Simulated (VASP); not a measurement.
Given:

```yaml
crystal:
  lattice:
    - [3.11837, 0.00000, 0.00000]
    - [0.00000, 3.11837, 0.00000]
    - [0.00000, 0.00000, 3.11837]
  atoms:
    - { symbol: Zn, position: [0.50000, 0.50000, 0.50000] }
    - { symbol: Au, position: [0.00000, 0.00000, 0.00000] }
```

Calculation: revTPSS meta-GGA, VASP's PBE PAW potentials (set 64) (plane waves; VASP). Run with 520 eV cut-off, 13×13×13 Γ-centred mesh, tetrahedra with Blöchl corrections, potentials Zn Au.

Unless said otherwise, spin-orbit coupling is left out, though it shifts the bands of the heavy elements here.

**Question.** Tabulate the total density of states (states/eV per cell) against energy (eV; zero at the valence-band maximum or, without a gap, the Fermi level).

**Answer.** 
| E (eV) | DOS (states/eV) |
|---|---|
| -9.98 | 0.17 |
| -9.86 | 0.19 |
| -9.63 | 0.22 |
| -9.52 | 0.24 |
| -9.29 | 0.29 |
| -9.18 | 0.32 |
| -8.95 | 0.42 |
| -8.83 | 0.49 |
| -8.60 | 1.28 |
| -8.49 | 3.29 |
| -8.26 | 6.95 |
| -8.15 | 8.01 |
| -7.92 | 15.0 |
| -7.80 | 11.8 |
| -7.57 | 7.45 |
| -7.46 | 4.21 |
| -7.23 | 0.89 |
| -7.12 | 0.91 |
| -6.89 | 1.12 |
| -6.77 | 1.55 |
| -6.54 | 1.17 |
| -6.43 | 0.25 |
| -6.20 | 0.64 |
| -6.08 | 1.55 |
| -5.86 | 3.25 |
| -5.74 | 5.51 |
| -5.51 | 4.12 |
| -5.40 | 4.41 |
| -5.28 | 3.00 |
| -5.05 | 2.53 |
| -4.94 | 3.74 |
| -4.71 | 3.48 |
| -4.60 | 3.91 |
| -4.37 | 2.97 |
| -4.25 | 3.70 |
| -4.02 | 5.53 |
| -3.91 | 2.61 |
| -3.68 | 1.31 |
| -3.57 | 1.20 |
| -3.34 | 1.02 |
| -3.22 | 0.51 |
| -2.99 | 0.39 |
| -2.88 | 0.38 |
| -2.65 | 0.34 |
| -2.54 | 0.33 |
| -2.31 | 0.53 |
| -2.19 | 0.61 |
| -1.96 | 0.59 |
| -1.85 | 0.67 |
| -1.62 | 0.72 |
| -1.51 | 0.66 |
| -1.28 | 0.60 |
| -1.16 | 0.58 |
| -1.05 | 0.58 |
| -0.82 | 0.56 |
| -0.70 | 0.55 |
| -0.47 | 0.53 |
| -0.36 | 0.51 |
| -0.13 | 0.49 |
| -0.02 | 0.48 |
| 0.21 | 0.46 |
| 0.33 | 0.45 |
| 0.56 | 0.45 |
| 0.67 | 0.43 |
| 0.90 | 0.40 |
| 1.01 | 0.39 |
| 1.24 | 0.40 |
| 1.36 | 0.45 |
| 1.58 | 0.47 |
| 1.70 | 0.48 |
| 1.93 | 0.52 |
| 2.04 | 0.56 |
| 2.27 | 0.60 |
| 2.39 | 0.63 |
| 2.62 | 0.74 |
| 2.73 | 0.88 |
| 2.96 | 0.82 |
| 3.07 | 0.83 |
| 3.30 | 0.78 |
| 3.42 | 0.77 |
Within 2 eV below the Fermi level the largest weight inside VASP's projection spheres is Au d, then Au p.

The compound is AuZn in the CsCl type structure. It was relaxed first. The electron count is odd and the run is not spin-polarised, which forces a metal.
